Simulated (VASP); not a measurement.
Crystal: ScTaN.

```
Ta Sc N
1.0
     3.08507    0.00000    0.00000
    -1.54253    2.67175    0.00000
     0.00000    0.00000   10.34014
Ta Sc N
2 2 2
Direct
  0.33333 0.66667 0.24563
  0.66667 0.33333 0.75437
  0.00000 0.00000 0.00000
  0.00000 0.00000 0.50000
  0.33333 0.66667 0.62984
  0.66667 0.33333 0.37016
```

The cell comes from a database or a generator and needn't be the stable form of this composition.

```yaml
Program: VASP 6.6.1
Task: single point
Functional: PBEsol
Potentials_or_basis: VASP PAW PBE potentials, release 64 (Ta_pv, Sc_sv, N)
Cutoff: 520 eV
k_mesh: 10 × 10 × 3
Occupations: fermi-dirac, width 0.05 eV
Spin: no spin polarisation
```

On this cell: pressure -6.2 GPa; largest force 0.293 eV/Å; band gap on the k mesh none (metal or under the smearing width).

The same run follows on a disturbed copy (atoms moved at random, drawn with an rms of 0.05 Å):

```
CELL_PARAMETERS angstrom
3.08507 0.00000 0.00000
-1.54253 2.67175 0.00000
0.00000 0.00000 10.34014
ATOMIC_POSITIONS crystal
Ta 0.32860 0.65725 0.24890
Ta 0.66965 0.33669 0.74720
Sc 0.02118 0.99445 0.99675
Sc 0.00434 0.98179 0.49880
N 0.34592 0.68021 0.63276
N 0.65755 0.31258 0.37255
```

Question: What does the disturbed cell give?

Answer: The energy (extrapolated to zero smearing) moves by +14.2 meV/atom; pressure -3.8 GPa; largest force 1.142 eV/Å; band gap on the k mesh none (metal or under the smearing width).

Forces on the atoms (eV/Å):
```
Ta   0.086 -0.165 -0.173
Ta   0.151  0.184  1.117
Sc  -0.168  0.015  0.136
Sc  -0.298  0.283  0.180
N    0.029 -0.599 -0.935
N    0.200  0.282 -0.324
```

Stress tensor (GPa, compression positive):
```
-3.99 -0.02 -0.09
-0.02 -3.56 -0.38
-0.09 -0.38 -3.90
```

Caveats: the PAW data sets were made with another functional, which shifts forces and pressure a little.
